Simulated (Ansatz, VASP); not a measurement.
## Cross-check of In2TeS (In2STe, 1 layer) between VASP and Ansatz

Wanted: the spread between two codes on one cell, functional and k mesh. The structure shown is the start of the Ansatz relaxation below; VASP solves that cell, so the two are compared at the walk's first step.

Main program and level: Ansatz 0.2.0; plane waves, with VASP 6.6.1 beside it; single point at PBE.

### 1. Set-up

The cell holds 4 atoms: 1 Te, 2 In and 1 S. Cell: a = 4.157 Å, b = 4.157 Å, c = 21.038 Å, α = 90.0°, β = 90.0°, γ = 120.0°. Vacuum lies along c.

### 2. Ansatz: relaxation, PBE

Ansatz runs on its default PAW (the set named soft_2) files.

The two programs are compared at the cell with which this relaxation starts, whose forces are those of its first step.

input.yaml

```yaml
crystal:
  lattice:
    - [4.1574, 0.0, 0.0]
    - [-2.0787, 3.6004140137, 0.0]
    - [0.0, 0.0, 21.0382444634]
  atoms:
    - { symbol: Te, position: [0.3333333333, 0.6666666667, 0.380259865] }
    - { symbol: In, position: [0.0, 0.0, 0.4515201585] }
    - { symbol: In, position: [0.0, 0.0, 0.5865124106] }
    - { symbol: S, position: [0.3333333333, 0.6666666667, 0.619740135] }
kpoints:
  mp_grid: { grid: [6, 6, 1] }
hamiltonian:
  xc: pbe
scf:
  occupations: { method: fermi_dirac, width: 0.05 }
  convergence: { dr2_threshold: 1.0e-08 }
efield:
  axis: 3
  dipole_correction: true
  ramp_position: 0.97
  ramp_width: 0.04
relax:
  f_tol: 0.01
  cell: { fix: [c, alpha, beta] }
output:
  write_potential: true
  write_density: true
  volumetric_format: npy
```

Run with:

```sh
$ ansatz run input.yaml --threads 4 --pin off --max-ram 8192MiB --backend cpu --events-out ev --progress --plain --runs-dir out
```

Numbers of over 12 decimals in the logs are rounded to 6 here.

What it wrote:

```text
Warning: relax.cell: scf.convergence.dr2_threshold = 1e-8 eV is looser than the 4e-10 eV advised for a relaxation that steers and ends on the stress (1e-10 eV for each atom of the cell: 4). What an SCF threshold leaves in a stress goes as its square root, and in the free energy as the threshold itself, and one threshold admits the most on a small cell: [figures from the program's tests cut] Set scf.convergence.dr2_threshold to 4e-10 eV or tighter. The threshold is an SCF's pass mark: one that does not reach it within its budget of iterations ends unconverged, or closes short of it on a stop that the run arms, and scf.convergence.dr2_threshold's page says what that costs each kind of run
Engine: ansatz 0.2.0, x86_64-unknown-linux-gnu
Pseudopotentials: kind: paw
Pseudopotential: Te, paw, valence charge 16, recommended cutoff 420 eV (normal), Te.paw.azcp
Pseudopotential: In, paw, valence charge 13, recommended cutoff 420 eV (normal), In.paw.azcp
Pseudopotential: S, paw, valence charge 6, recommended cutoff 420 eV (normal), S.paw.azcp
Functional definition: PBE
  parameter kappa = 0.804
  parameter beta = 0.066725
  exchange = pbe_x(kappa = kappa, mu = beta*pi^2/3)
  correlation = pbe_c(beta = beta)
Crystal: 4 atoms, lattice volume = 314.908 Å³
Basis set: ecut = 420 eV, 6077 PW (Γ), exchange–correlation on 60×60×288 points (8 copies of the dense FFT grid, shifted against one another)
Bands: 29, of which v1, the nominal top of the filled ones, is band 24 counted from 1 (23 counted from 0)
Symmetry: 6 space group operations
Space group: P3m1 (ITA 156), of the structure as read, at distance tolerance 6.8e-5 Å
k-points: 7 of 36 (time reversal used)
Non-local potential: Te, projectors of the file, l = 0: 2, l = 1: 2, l = 2: 2, l = 3: 2
Non-local potential: In, projectors of the file, l = 0: 2, l = 1: 2, l = 2: 2, l = 3: 2
Non-local potential: S, projectors of the file, l = 0: 2, l = 1: 2, l = 2: 2
PAW form: soft (Blöchl's): semilocal exchange-correlation on the pseudo side does not see the compensation charge
PAW one-centre angular grid: Te, 590 points (default); XC on 64 Gauss nodes
PAW one-centre angular grid: In, 590 points (default); XC on 64 Gauss nodes
PAW one-centre angular grid: S, 110 points (default); XC on 64 Gauss nodes
Initial density: superposition of atomic densities (neutral atoms: chi_scale 0, normalization atom), corrected by the library's trained network
Initial wavefunctions: pseudopotential atomic-orbital guess
Functional: x = pbe(κ = 0.804, μ = 0.219515), c = pbe(β = 0.066725)
SCF iter   1: F=—  HF=-19079.042233 eV  |F-HF|=—  |Δ(HF+E_count)|=         —  Δρ=1.01e-3  dr2=6.70e-3  ethr=1.77e-3  p=0.026 e·Å  D=1.50e-2 V/Å  ΔV_dip=-0.31 eV  dr2_dipole=6.11e-4  V_vac-E_F(+/−)=4.50/4.81 eV  ⟨swp⟩=7.6  Hψ=1053  notcnv=0
efield: sawtooth ramp at fractional position 0.9700 (set: `efield.ramp_position`, or a place that a band, a saddle search or an elastic batch's reference lends), width 0.0400; the density the first Hamiltonian is built on has a dipole p = 0.026 e·Å; the dipole correction subtracts the counter field D = 1.50e-2 V/Å, which shifts the + side's vacuum level by -0.31 eV against the − side's; the planar-averaged density in the ramp window peaks in size at 1.2e-5 e/Å³
preconditioner: auto → Resta (q_TF=auto, 1.994 Å⁻¹)  ε∞=1.9  [insulator: Δε(μ)=0.615 eV  Ē_g=13.274 eV  σ=0.050 eV  W_gap=1.00  n_scr=54 (ndim 8)  ℏωp=12.9 eV  f_vac=0.592  D(μ)=0.01/eV (n_scr^D=0)  ε∞_Penn≈1.9  vacuum switching on, ρ_ref=1.3e-2 e/Å³]
SCF iter   2: F=—  HF=-19079.044455 eV  |F-HF|=—  |Δ(HF+E_count)|=   2.22e-3  Δρ=7.03e-4  dr2=8.45e-3  ethr=1.40e-5  p=0.037 e·Å  D=2.15e-2 V/Å  ΔV_dip=-0.45 eV  dr2_dipole=3.40e-3  V_vac-E_F(+/−)=4.45/4.91 eV  ⟨swp⟩=3.3  Hψ=531  notcnv=0  defer=3
SCF iter   3: F=—  HF=-19079.044652 eV  |F-HF|=—  |Δ(HF+E_count)|=   1.98e-4  Δρ=4.38e-4  dr2=6.06e-3  ethr=1.40e-5  p=0.019 e·Å  D=1.07e-2 V/Å  ΔV_dip=-0.22 eV  dr2_dipole=2.10e-3  V_vac-E_F(+/−)=4.61/4.83 eV  ⟨swp⟩=2.4  Hψ=260  notcnv=0  defer=3
SCF iter   4: F=—  HF=-19079.044751 eV  |F-HF|=—  |Δ(HF+E_count)|=   9.89e-5  Δρ=1.79e-4  dr2=5.42e-4  ethr=1.26e-5  p=0.023 e·Å  D=1.32e-2 V/Å  ΔV_dip=-0.28 eV  dr2_dipole=1.27e-4  V_vac-E_F(+/−)=4.59/4.87 eV  ⟨swp⟩=1.6  Hψ=220  notcnv=0  defer=3
SCF iter   5: F=—  HF=-19079.044891 eV  |F-HF|=—  |Δ(HF+E_count)|=   1.40e-4  Δρ=6.16e-5  dr2=2.94e-5  ethr=1.13e-6  p=0.023 e·Å  D=1.34e-2 V/Å  ΔV_dip=-0.28 eV  dr2_dipole=4.19e-6  V_vac-E_F(+/−)=4.60/4.88 eV  ⟨swp⟩=2.1  Hψ=232  notcnv=0  defer=3
[...]
SCF 5 converged in 6 iterations: F = -19079.273325 eV  dr2 = 1.73e-9
relax step   5: F+E_penalty+E_count = -19079.27332453 eV  Δ(F+E_penalty+E_count) = -2.020e-4 eV  max|allowed force component| = 6.729e-3 eV/Å  Δτ_max = 0.0026 Å  P = -0.013 GPa  Ω = 316.094 Å³  energy of the carried Pulay correction = -9.145e-5 eV  fix = [c, alpha, beta]  reactions: c +0.002 GPa  (6 SCF iters, accepted)
Initial wavefunctions: pseudopotential atomic-orbital guess (no wavefunctions were taken with the density)
iter 1 solved again at ethr=4.79e-7 eV; its pass at ethr=3.10e-3 eV (dr2=2.30e-4 eV) is discarded
SCF iter   1: F=—  HF=-19079.273200 eV  |F-HF|=—  |Δ(HF+E_count)|=         —  Δρ=2.02e-5  dr2=3.72e-8  ethr=4.79e-7  p=-0.043 e·Å  D=-2.47e-2 V/Å  ΔV_dip=0.52 eV  dr2_dipole=1.42e-10  V_vac-E_F(+/−)=5.29/4.77 eV  ⟨swp⟩=3.1  Hψ=1600  notcnv=0
efield: sawtooth ramp at fractional position 0.9700 (set: `efield.ramp_position`, or a place that a band, a saddle search or an elastic batch's reference lends), width 0.0400; the density the first Hamiltonian is built on has a dipole p = -0.043 e·Å; the dipole correction subtracts the counter field D = -2.47e-2 V/Å, which shifts the + side's vacuum level by +0.52 eV against the − side's; the planar-averaged density in the ramp window peaks in size at 2.0e-6 e/Å³
eigensolver tolerance schedule: the retry pair's looser diagonalisation over-reported the residual by 6186.54 of it (diagonalisation noise at 22.08 of the residual, at the tolerance the schedule requests for it); recorded, not acted on — ethr = c·dr2/N_el stays at c = 1.0e-1
SCF iter   2: F=—  HF=-19079.273307 eV  |F-HF|=—  |Δ(HF+E_count)|=   1.08e-4  Δρ=1.01e-5  dr2=1.14e-8  ethr=7.75e-11  p=-0.043 e·Å  D=-2.47e-2 V/Å  ΔV_dip=0.52 eV  dr2_dipole=6.15e-10  V_vac-E_F(+/−)=5.29/4.77 eV  ⟨swp⟩=3.4  Hψ=558  notcnv=0
SCF iter   3: F=—  HF=-19079.273383 eV  |F-HF|=—  |Δ(HF+E_count)|=   7.53e-5  Δρ=3.65e-6  dr2=1.60e-8  ethr=2.08e-11  p=-0.043 e·Å  D=-2.47e-2 V/Å  ΔV_dip=0.52 eV  dr2_dipole=5.78e-9  V_vac-E_F(+/−)=5.29/4.77 eV  ⟨swp⟩=14.7  Hψ=1568  notcnv=0
SCF iter   4: F=-19079.273404 eV  HF=-19079.273399 eV  |F-HF|=4.62e-6  |Δ(HF+E_count)|=   1.62e-5  Δρ=1.33e-6  dr2=6.32e-9  ethr=2.08e-11  p=-0.043 e·Å  D=-2.47e-2 V/Å  ΔV_dip=0.52 eV  dr2_dipole=2.80e-9  V_vac-E_F(+/−)=5.29/4.77 eV  ⟨swp⟩=7.3  Hψ=1291  notcnv=0
SCF 6 converged in 4 iterations: F = -19079.273404 eV  dr2 = 6.32e-9
relax step   6: F+E_penalty+E_count = -19079.27340359 eV  Δ(F+E_penalty+E_count) = -7.906e-5 eV  max|allowed force component| = 6.757e-3 eV/Å  Δτ_max = 0.0000 Å  P = -0.013 GPa  Ω = 316.094 Å³  fix = [c, alpha, beta]  reactions: c +0.001 GPa  stress off target by 2.08e-2 GPa on what of the cell is left free  SCF on the basis re-selected at this cell (its energy is not comparable with the rows above)  (4 SCF iters)
basis re-selected at this cell: Δ(F+E_penalty+E_count) = -7.906e-5 eV, ΔP = -0.001 GPa vs the last step (what re-selecting the basis moved, of the pressure what is left beyond the Pulay correction that the steps carried, after the strain that the cell walked since its last selection, with what the two solves' SCF thresholds leave and, on support functions, any second-order correction that the steps lacked; it is no m [...]
WARN: The output density's exchange-correlation potential varies sharply where the density is thin. Do not read a vacuum level from v_tot or v_xc, or from such a field of the output density. On a cell that repeats whose density bears no net charge and no dipole along the vacuum's axis use v_es (v_loc + v_h of the components); under efield.dipole_correction with no amplitude use v_es + v_field, which holds any externa [...]
SCF converged after 4 iterations
Free energy (F): -19079.273404 eV
Harris-Foulkes:  -19079.273399 eV  (|F-HF|=4.62e-6)
Internal energy: -19079.273394 eV  (E = F + TS)
E sigma→0 (E₀):  -19079.273399 eV
Entropy (-TS):   -0.000010 eV (-0.003 meV/atom)
Fermi energy:    -0.332817 eV
Dipole field:    D = -0.024669 V/Å  (p = -0.043093 e·Å, saw-weighted, corrected)
Work function:   Φ+ = 5.2940 eV   Φ− = 4.7750 eV
Levels:          The Fermi level and band energies are counted from a zero that moves with the ramp; work functions are not
--- Per-component energies (eV) ---
  E_band       = -762.956496
  E_kinetic    = 770.105507
  E_local      = -25029.290813  (includes V_loc(G=0)·N_el)
  E_nonlocal   = 452.800317
  E_hartree    = 12211.737638
  E_xc         = -650.231938
  E_vxc        = -387.670435  (∫ρ·V_xc dr)
  E_paw        = -13572.811357  (= ΣΔE_a)
  E_vpaw       = -992.212813  (= ΣTr[D̂ρ^β])
  E_aug_tail   = -0.000140  (compensation charges beyond the density's cutoff)
  E_efield     = 0.000532  (sawtooth field / dipole correction)
  E_vefield    = -0.161628  (∫n·V_field dr)
  E_ewald      = 6738.416861
  E_smearing   = -0.000010  (= −TS)
  E_closure    = -0.000000  (closes the sum)
  Σ components = -19079.273404   (vs F -19079.273404, Δ=0.00e0)
--- Forces (eV/Å), atoms counted from 1 ---
  atom   1  Te     0.00000000     0.00000000    -0.00055209
  atom   2  In    -0.00000000    -0.00000000    -0.00180658
  atom   3  In     0.00000000    -0.00000000     0.00675535
  atom   4  S      0.00000000     0.00000000    -0.00440196
  max |Σ_I F_I| component: 5.28e-6 eV/Å
--- Stress (GPa, compression-positive) ---
       -0.020804       0.000000       0.000000
        0.000000      -0.020804      -0.000000
       -0.000000      -0.000000       0.001361
  P = ⅓ Tr σ = -0.0134 GPa (-0.134 kbar)
--- Band table (eV; the first three rows and the last of 7) ---
  k-point 0: bands = [... 20 lower, -2.4347, -1.2551, -0.7986, -0.7986, 0.0980, 1.9134, 3.4056, 3.4056, ... 1 higher]
  k-point 1: bands = [... 20 lower, -2.6597, -2.1686, -1.1625, -1.1287, 0.8848, 2.1940, 3.1236, 3.6826, ... 1 higher]
  k-point 2: bands = [... 20 lower, -3.0532, -2.7146, -1.7319, -1.4644, 0.9664, 1.4643, 3.0901, 3.4805, ... 1 higher]
  k-point 6: bands = [... 20 lower, -3.6611, -2.7910, -2.2456, -2.1997, 1.4061, 1.6228, 2.9785, 3.8732, ... 1 higher]
--- Relaxed structure (5 steps of the walk, 5 accepted, 1 SCFs on fresh bases) ---
  F+E_penalty+E_count = -19079.27340359 eV   max|allowed force component| = 6.757e-3 eV/Å   (the final SCF, on the basis selected at the relaxed cell)
  cell:  # Å, volume = 316.0940 Å³
    - [4.165221, 0, 0]
    - [-2.082611, 3.607187, 0]
    - [0, 0, 21.0382444634]
  atoms:
    - { symbol: Te, position: [0.333333, 0.666667, 0.376800] }
    - { symbol: In, position: [-2.7529407158693428e-18, -3.7793988645497325e-17, 0.447883] }
    - { symbol: In, position: [-3.2910648858374514e-18, -3.794773840834535e-17, 0.582164] }
    - { symbol: S, position: [0.333333, 0.666667, 0.631185] }
```

In the SCF lines HF is the Harris–Foulkes energy and dr2 the Hartree energy of the density residual, in eV; the loop may stop once dr2 is under the threshold and the program's other checks hold. Hψ counts applications of the Hamiltonian.

### 3. VASP: single point, PBE, start cell

The same cell, functional, mesh and smearing now go to VASP, with its own data sets.

Lines of VASP's logs that name or quote its potential files are left out, and so is its time.

INCAR

```
SYSTEM = In2TeS
PREC = Accurate
ENCUT = 400
EDIFF = 1E-06
NELM = 120
ISMEAR = -1
SIGMA = 0.05
LREAL = .FALSE.
ALGO = Normal
GGA = PE
NBANDS = 25
LORBIT = 11
LWAVE = .FALSE.
LCHARG = .FALSE.
ISIF = 2
LDIPOL = .TRUE.
IDIPOL = 3
DIPOL = 0.5 0.5 0.511
LVHAR = .TRUE.
LASPH = .TRUE.
GGA_COMPAT = .FALSE.
EFERMI = MIDGAP
NELMDL = -8
```

POSCAR

```
In2TeS
1.0
    4.1574000000      0.0000000000      0.0000000000
   -2.0787000000      3.6004140000      0.0000000000
    0.0000000000      0.0000000000     21.0382440000
Te In S
1 2 1
Direct
    0.3333333333      0.6666666667      0.3802598734
    0.0000000000      0.0000000000      0.4515201459
    0.0000000000      0.0000000000      0.5865124009
    0.3333333333      0.6666666667      0.6197401266
```

KPOINTS

```
Automatic mesh
0
Gamma
6 6 1
0 0 0
```

The projector-augmented-wave data sets are Te, In_d and S (PBE family, release 64).

Run with:

```sh
$ mpirun -np 1 vasp_std
```

What it wrote:

```text
[banner, memory and clock lines left out]
running    1 mpi-ranks, on    1 nodes
 distrk:  each k-point on    1 cores,    1 groups
 distr:  one band on    1 cores,    1 groups

 POSCAR found type information on POSCAR TeInS
 POSCAR found :  3 types and       4 ions
 LDA part: xc-table for (Slater+PW92), standard interpolation
 POSCAR, INCAR and KPOINTS ok, starting setup
 FFT: planning ... GRIDC
 FFT: planning ... GRID_SOFT
 FFT: planning ... GRID
 WAVECAR not read
 entering main loop
       N       E                     dE             d eps       ncg     rms          rms(c)
DAV:   1     0.275721177287E+03    0.27572E+03   -0.14225E+04   390   0.105E+03
DAV:   2     0.136350894309E+02   -0.26209E+03   -0.25855E+03   403   0.288E+02
DAV:   3    -0.137106429740E+02   -0.27346E+02   -0.27159E+02   508   0.119E+02
DAV:   4    -0.143001548695E+02   -0.58951E+00   -0.58906E+00   444   0.230E+01
DAV:   5    -0.143233835503E+02   -0.23229E-01   -0.23227E-01   564   0.360E+00
DAV:   6    -0.143237544618E+02   -0.37091E-03   -0.37091E-03   508   0.439E-01
DAV:   7    -0.143237696618E+02   -0.15200E-04   -0.15200E-04   564   0.853E-02
DAV:   8    -0.143237700951E+02   -0.43329E-06   -0.43333E-06   476   0.152E-02    0.885E+00
DAV:   9    -0.137339737810E+02    0.58980E+00   -0.10863E+00   514   0.198E+01    0.575E+00
DAV:  10    -0.137179017602E+02    0.16072E-01   -0.93664E-01   586   0.952E+00    0.140E+00
DAV:  11    -0.137015694406E+02    0.16332E-01   -0.14823E-01   535   0.491E+00    0.134E+00
DAV:  12    -0.137026134377E+02   -0.10440E-02   -0.11630E-02   450   0.656E-01    0.763E-01
DAV:  13    -0.137028574711E+02   -0.24403E-03   -0.20138E-03   554   0.396E-01    0.327E-01
DAV:  14    -0.137028512909E+02    0.61802E-05   -0.62715E-04   476   0.232E-01    0.157E-01
[...]
DAV:  20    -0.137030578795E+02   -0.13137E-04   -0.16396E-06   331   0.850E-03    0.164E-02
DAV:  21    -0.137030756603E+02   -0.17781E-04   -0.11882E-06   294   0.660E-03    0.565E-03
DAV:  22    -0.137030855060E+02   -0.98457E-05   -0.52892E-07   295   0.465E-03    0.362E-03
DAV:  23    -0.137030980738E+02   -0.12568E-04   -0.42603E-07   295   0.572E-03    0.219E-03
DAV:  24    -0.137031042126E+02   -0.61388E-05   -0.26782E-07   296   0.229E-03    0.302E-03
DAV:  25    -0.137031089783E+02   -0.47657E-05   -0.15055E-07   294   0.162E-03    0.182E-03
DAV:  26    -0.137031111428E+02   -0.21645E-05   -0.61909E-08   283   0.126E-03    0.732E-04
DAV:  27    -0.137031118393E+02   -0.69650E-06   -0.18990E-08   262   0.726E-04
   1 F= -.13703112E+02 E0= -.13703027E+02  d E =-.168728E-03
```

(Continued in part 2 of 2.)

[Lines on the potential files, build, host, timing and source positions are cut from VASP's logs without a mark.]

[Logs are printed without paths, hosts, clocks, repeated set-up lines and the standing remarks that a program may print on its own settings, such as how far it seeks lower states.]

[Hosts, paths, dates, database ids (printed as entryN), source tags and the programs' standing remarks are cut or masked in the printed files.]
